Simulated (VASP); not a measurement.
These are PBE GGA with spin-orbit coupling, VASP's PBE PAW potentials (set 64) (plane waves; VASP) values and carry that method's errors.

VASP input:

**KPOINTS**
```
K-points
0
gamma
 5 5 4
```

**KPOINTS_OPT**
```
k-points along high-symmetry lines
5
Line-mode
Reciprocal
  0.000000   0.000000   0.000000 ! GAMMA
  0.500000   0.000000   0.000000 ! M

  0.500000   0.000000   0.000000 ! M
  0.333333   0.333333   0.000000 ! K

  0.333333   0.333333   0.000000 ! K
  0.000000   0.000000   0.000000 ! GAMMA

  0.000000   0.000000   0.000000 ! GAMMA
  0.000000   0.000000   0.500000 ! A

  0.000000   0.000000   0.500000 ! A
  0.500000   0.000000   0.500000 ! L

  0.500000   0.000000   0.500000 ! L
  0.333333   0.333333   0.500000 ! H

  0.333333   0.333333   0.500000 ! H
  0.000000   0.000000   0.500000 ! A

  0.500000   0.000000   0.500000 ! L
  0.500000   0.000000   0.000000 ! M

  0.333333   0.333333   0.500000 ! H
  0.333333   0.333333   0.000000 ! K
```

**POSCAR**
```
Se
1
    2.2384950013    -3.8771870592     0.0000000000
    2.2384950013     3.8771870592    -0.0000000000
    0.0000000000    -0.0000000000     5.0540670018
Se
3
Direct
  0.0000000000   0.2215888583   0.6666670000
  0.7784111417   0.7784111417   0.0000000000
  0.2215888583   0.0000000000   0.3333330000
```

INCAR:
```
SYSTEM = Se
PREC = Accurate
ENCUT = 400
EDIFF = 1E-6
NELM = 100
ALGO = Normal
LREAL = .FALSE.
LASPH = .TRUE.
ISMEAR = 0
SIGMA = 0.05
GGA = PE
LMAXMIX = 4
LWAVE = .FALSE.
LCHARG = .FALSE.
LSORBIT = .TRUE.
MAGMOM = 0 0 0 0 0 0 0 0 0
GGA_COMPAT = .FALSE.
```

POTCAR, in this order: Se (PBE.64 set). Program: vasp_ncl.

The resulting files:

OSZICAR:
```
       N       E                     dE             d eps       ncg     rms          rms(c)
DAV:   1     0.840857715392E+02    0.84086E+02   -0.62206E+03  1196   0.931E+02
DAV:   2    -0.375304589853E+01   -0.87839E+02   -0.85074E+02  1586   0.175E+02
DAV:   3    -0.105811081300E+02   -0.68281E+01   -0.67710E+01  1458   0.540E+01
DAV:   4    -0.106603568774E+02   -0.79249E-01   -0.79107E-01  1334   0.670E+00
DAV:   5    -0.106612241768E+02   -0.86730E-03   -0.86713E-03  1410   0.688E-01    0.649E+00
DAV:   6    -0.105985898668E+02    0.62634E-01   -0.40705E-02  1282   0.147E+00    0.401E+00
DAV:   7    -0.105772242769E+02    0.21366E-01   -0.74604E-02  1264   0.197E+00    0.844E-01
DAV:   8    -0.105774714064E+02   -0.24713E-03   -0.52236E-03  1292   0.500E-01    0.182E-01
DAV:   9    -0.105771610962E+02    0.31031E-03   -0.14146E-03  1254   0.258E-01    0.739E-02
DAV:  10    -0.105773076077E+02   -0.14651E-03   -0.32717E-04  1348   0.122E-01    0.229E-02
DAV:  11    -0.105773199864E+02   -0.12379E-04   -0.10218E-05  1320   0.233E-02    0.103E-02
DAV:  12    -0.105773245778E+02   -0.45915E-05   -0.44028E-06  1280   0.154E-02    0.390E-03
DAV:  13    -0.105773253028E+02   -0.72495E-06   -0.65916E-07   720   0.592E-03
   1 F= -.10577325E+02 E0= -.10577325E+02  d E =-.308298E-16  mag=     0.0000    -0.0000     0.0000
       N       E                     dE             ncg
       N       E                     dE             ncg
```

### OUTCAR
```
------------------------ aborting loop because EDIFF is reached ----------------------------------------
  FORCE on cell =-STRESS in cart. coord.  units (eV):
  Direction    XX          YY          ZZ          XY          YZ          ZX
  --------------------------------------------------------------------------------------
  Total        0.0644674      0.0644674      0.1065196      0.0000000      0.0000000      0.0000000
  in kB        1.1773540      1.1773540      1.9453429      0.0000000      0.0000000      0.0000000
  external PRESSURE =       1.4333503 kB  Pullay stress =       0.0000000 kB
  volume of cell :       87.73
      direct lattice vectors                 reciprocal lattice vectors
     2.238495001 -3.877187059  0.000000000     0.223364359 -0.128959473  0.000000000
     2.238495001  3.877187059  0.000000000     0.223364359  0.128959473  0.000000000
     0.000000000  0.000000000  5.054067002     0.000000000  0.000000000  0.197860456
 POSITION                                       TOTAL-FORCE (eV/Angst)
 -----------------------------------------------------------------------------------
      0.49603      0.85914      3.36938         0.008838      0.015308      0.000000
      3.48494      0.00000      0.00000        -0.017676      0.000000      0.000000
      0.49603     -0.85914      1.68469         0.008838     -0.015308     -0.000000
 -----------------------------------------------------------------------------------
    total drift:                               -0.000195      0.000000      0.000000
  FREE ENERGIE OF THE ION-ELECTRON SYSTEM (eV)
  ---------------------------------------------------
  free  energy   TOTEN  =       -10.5773253028 eV

  energy  without entropy=      -10.5773253028  energy(sigma->0) =      -10.57732530

 Ion:    1  E_soc:     -0.0461317

 Ion:    2  E_soc:     -0.0461317

 Ion:    3  E_soc:     -0.0461317
```
(Selected blocks of OUTCAR.)

Without a dispersion term in the relaxation, distances and binding between the weakly bound layers, chains or molecules are unreliable, and so is what depends on them.

The compound is Se in the trig structure. It was relaxed first, which changed the volume by +7 %.
